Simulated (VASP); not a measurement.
Set up this calculation in VASP 6.6.1, as the native input.

```yaml
Task: relaxation of cell and atoms
Functional: PBE
Potentials_or_basis: VASP PAW PBE potentials, release 64 (Ta_pv, Si, O)
Cutoff: 520 eV
k_mesh: 3 × 3 × 5
Occupations: gaussian, width 0.15 eV
Spin: no spin polarisation
Further_INCAR_settings: PREC = Normal; ALGO = Fast; EDIFF = 0.0001; IBRION = 2; EDIFFG = -0.08; NSW = 24; ISIF = 3
```

The structure of Ta2SiO3 lies in POSCAR:

```
Ta2SiO3
1.0
    3.3965111400     -3.4930626700      0.0000000000
    3.3965111400      3.4930626700      0.0000000000
    0.0000000000      0.0000000000      3.1053670400
Ta Si O
2 1 3
Direct
    0.0000000000      0.5000000000      0.0000000000
    0.5000000000      0.0000000000      0.0000000000
    0.5000000000      0.5000000000      0.0000000000
    0.5000000000      0.5000000000      0.5000000000
    0.0990354700      0.9009645300      0.0000000000
    0.9009645300      0.0990354700      0.0000000000
```

The cell was built by a generator and needn't be a form met in nature.

These files were run (other wordings do the same):

INCAR

```
  PREC = Normal
  ENCUT = 520
  EDIFF = 1E-4
  ISMEAR = 0
  SIGMA = 0.15
  LREAL = False
  LASPH = True
  NELM = 60
  ALGO = Fast
  ISIF = 3
  LWAVE = False
  LCHARG = False
  GGA = PE
  IBRION = 2
  NSW = 24
  EDIFFG = -0.08
  KPAR = 2
```

KPOINTS

```
Automatic mesh
0
Gamma
  3 3 5
```

Potentials or basis: VASP PAW PBE potentials, release 64 (Ta_pv, Si, O).

The run is started by

```console
$ cat potpaw_PBE.64/Ta_pv/POTCAR potpaw_PBE.64/Si/POTCAR potpaw_PBE.64/O/POTCAR > POTCAR
$ mpirun -np 2 vasp_std > vasp.out
```

Results of the run:

```json
{
 "Relaxed volume": "16.30 Å³/atom",
 "Relaxed cell": "a = 5.527 Å, b = 5.527 Å, c = 3.344 Å, α = 90.00°, β = 90.00°, γ = 106.78°",
 "Space group after relaxing (to 0.05 Å)": "Cmmm (No. 65)",
 "Energy gained by relaxing": "1030.9 meV/atom",
 "Ionic steps": "19",
 "Pressure after relaxing": "0.3 GPa",
 "Band gap on the k mesh": "none (metal or under the smearing width)"
}
```

Caveat: the k mesh is coarse (spacing up to 0.43 Å⁻¹), so the values aren't converged; the volume moved by over 15 % at a fixed basis, so the end points are rough.

Run time: 84 s on 2 MPI ranks on Intel(R) Xeon(R) Platinum 8488C (Sapphire Rapids) (shared host), peak memory 0.14 GiB a rank.
